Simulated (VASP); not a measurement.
Input:

```
CELL_PARAMETERS angstrom
      4.00745     0.00000     0.00000
      0.00000     4.00745     0.00000
      0.00000     0.00000     4.00745
ATOMIC_POSITIONS crystal
  Sr 0.00000 0.00000 0.00000
  Ti 0.50000 0.50000 0.50000
  O  0.50000 0.00000 0.50000
  O  0.00000 0.50000 0.50000
  O  0.50000 0.50000 0.00000
```

Method: revPBE GGA, VASP's PBE PAW potentials (set 64) (plane waves; VASP). Run with 520 eV cut-off, 6×6×6 Γ-centred mesh, Gaussian smearing of 0.050 eV, potentials Sr_sv Ti_sv O.

Q: What does the run give for the energy per atom (σ→0), pressure, band gap (on the k-mesh) with the smallest direct gap where there is one?

A: 
| Quantity | Value |
|---|---|
| band gap (on the k-mesh) | 1.74 eV |
| smallest direct gap (on the k-mesh) | 2.12 eV |
| energy per atom (σ→0) | -7.671 eV/atom |
| pressure | -4.53 GPa |

Only differences to runs with the same potentials and settings are physical.

The compound is SrTiO3 in the cubic perovskite structure, the ideal cubic form; the compound distorts at low or room temperature. This cell is one point of a volume scan, at 1.03 of the reference volume.
